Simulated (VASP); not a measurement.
```
CdAs2Ge
1.0
   -3.00203     3.00203     5.68922
    3.00203    -3.00203     5.68922
    3.00203     3.00203    -5.68922
Cd Ge As
2 2 4
Direct
  0.25000   0.75000   0.50000
  0.50000   0.50000   0.00000
  0.00000   0.00000   0.00000
  0.75000   0.25000   0.50000
  0.87500   0.34622   0.97122
  0.65378   0.62500   0.52878
  0.37500   0.90378   0.02878
  0.09622   0.12500   0.47122
```

All values below come from PBEsol GGA, VASP's PBE PAW potentials (set 64) (plane waves; VASP). Settings: 210 eV cut-off, 4×4×4 Γ-centred mesh, first-order Methfessel-Paxton smearing of 0.10 eV, potentials Cd Ge_d As.

At this cut-off the stress carries a Pulay error, which pulls relaxed volumes low. Energy and stress use the plane-wave basis of the starting cell.

Task: The ions, cell shape and volume are relaxed. Predict the relaxed structure.

Result: 
```
CdAs2Ge
1.0
   -2.82569     2.82569     5.33338
    2.82569    -2.82569     5.33338
    2.82569     2.82569    -5.33338
Cd Ge As
2 2 4
Direct
  0.25000   0.75000   0.50000
  0.50000   0.50000   0.00000
  0.00000   0.00000   0.00000
  0.75000   0.25000   0.50000
  0.87500   0.35042   0.97542
  0.64958   0.62500   0.52458
  0.37500   0.89958   0.02458
  0.10042   0.12500   0.47542
```
Space group I-42d (122), at a tolerance of 0.03 Å.

Task: How do energy and volume change from the first to the last step?

Result: The energy (σ→0) changes by -540.5 meV/atom and the volume by -16.9 %, in 11 ionic steps.

The structure comes from a computed database's CdGeAs2 entry; how it stands against other phases isn't given here. This run relaxes it. Symmetry was kept, so distortions that lower it aren't found. The run is one of a series of settings (EDIFFG = -0.01, ENCUT = 210, IBRION = 2, ISIF = 3, NSW = 50, KPOINTS 4×4×4 Γ-centred mesh against the base run), some of them coarse on purpose.
